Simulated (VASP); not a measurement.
OSZICAR of a VASP run on AgCl (rock salt):

### OSZICAR
```
       N       E                     dE             d eps       ncg     rms          rms(c)
DAV:   1     0.991351891421E+02    0.99135E+02   -0.87151E+03   778   0.122E+03
DAV:   2    -0.164798830566E+01   -0.10078E+03   -0.93501E+02   894   0.248E+02
DAV:   3    -0.548853061193E+01   -0.38405E+01   -0.38296E+01   889   0.526E+01
DAV:   4    -0.551800157619E+01   -0.29471E-01   -0.29468E-01   859   0.510E+00
DAV:   5    -0.551841445919E+01   -0.41288E-03   -0.41288E-03   879   0.605E-01    0.762E+00
DAV:   6    -0.534868900683E+01    0.16973E+00   -0.31972E-01   804   0.796E+00    0.494E+00
DAV:   7    -0.534478180371E+01    0.39072E-02   -0.10548E-01   774   0.260E+00    0.215E+00
DAV:   8    -0.534394268927E+01    0.83911E-03   -0.49659E-03   789   0.893E-01    0.320E-01
DAV:   9    -0.534399620181E+01   -0.53513E-04   -0.74239E-04   829   0.362E-01    0.340E-02
DAV:  10    -0.534404154783E+01   -0.45346E-04   -0.51685E-05   782   0.780E-02    0.193E-02
DAV:  11    -0.534405196967E+01   -0.10422E-04   -0.11499E-05   779   0.318E-02    0.465E-03
DAV:  12    -0.534405197188E+01   -0.22112E-08   -0.43912E-07   562   0.928E-03
   1 F= -.28385569E+01 E0= -.28385569E+01  d E =-.283856E+01
       N       E                     dE             d eps       ncg     rms          rms(c)
DAV:   1    -0.668748136242E+01   -0.13434E+01   -0.27269E+01   754   0.579E+01    0.906E+00
DAV:   2    -0.525080808355E+01    0.14367E+01   -0.47146E+00   754   0.247E+01    0.246E+00
DAV:   3    -0.516421790722E+01    0.86590E-01   -0.19834E-01   764   0.343E+00    0.152E+00
DAV:   4    -0.515762060007E+01    0.65973E-02   -0.17351E-02   799   0.996E-01    0.791E-01
DAV:   5    -0.515691725301E+01    0.70335E-03   -0.13555E-03   854   0.418E-01    0.193E-01
DAV:   6    -0.515696999491E+01   -0.52742E-04   -0.29681E-04   877   0.181E-01    0.436E-02
DAV:   7    -0.515696354789E+01    0.64470E-05   -0.99250E-06   789   0.272E-02    0.180E-02
DAV:   8    -0.515696843756E+01   -0.48897E-05   -0.35122E-06   819   0.190E-02    0.404E-03
DAV:   9    -0.515696855349E+01   -0.11593E-06   -0.16230E-07   377   0.449E-03
   2 F= -.28711193E+01 E0= -.28711193E+01  d E =-.325623E-01
       N       E                     dE             d eps       ncg     rms          rms(c)
DAV:   1    -0.536251209655E+01   -0.20554E+00   -0.24896E+00   754   0.178E+01    0.255E+00
DAV:   2    -0.524032951233E+01    0.12218E+00   -0.31532E-01   754   0.742E+00    0.946E-01
DAV:   3    -0.523076574672E+01    0.95638E-02   -0.28560E-02   784   0.151E+00    0.647E-01
DAV:   4    -0.523005684628E+01    0.70890E-03   -0.13740E-03   809   0.404E-01    0.178E-01
DAV:   5    -0.523000259639E+01    0.54250E-04   -0.49210E-04   884   0.356E-01    0.314E-02
DAV:   6    -0.522997990079E+01    0.22696E-04   -0.11847E-04   754   0.154E-01    0.928E-03
DAV:   7    -0.522998059185E+01   -0.69105E-06   -0.30630E-06   750   0.181E-02
   3 F= -.28795392E+01 E0= -.28795392E+01  d E =-.409823E-01
```

**Question.** Which electronic solver shows in the log?

**Answer.** It is blocked Davidson (ALGO = Normal, or the opening steps of other solvers). The INCAR had ALGO = Normal.

**Question.** Can the final energy be trusted as converged?

**Answer.** Self-consistency was reached. It stopped with EDIFF = 1E-6, NELM = 100, NSW = 40 and EDIFFG = -0.02 after 3 ionic steps (PBE GGA, plane waves, VASP's PBE PAW potentials (set 64)). Energy and stress use the plane-wave basis of the starting cell.

The compound is AgCl in the rock salt structure. This run relaxes it under an external pressure of 10 GPa. Symmetry was kept, so distortions that lower it aren't found.
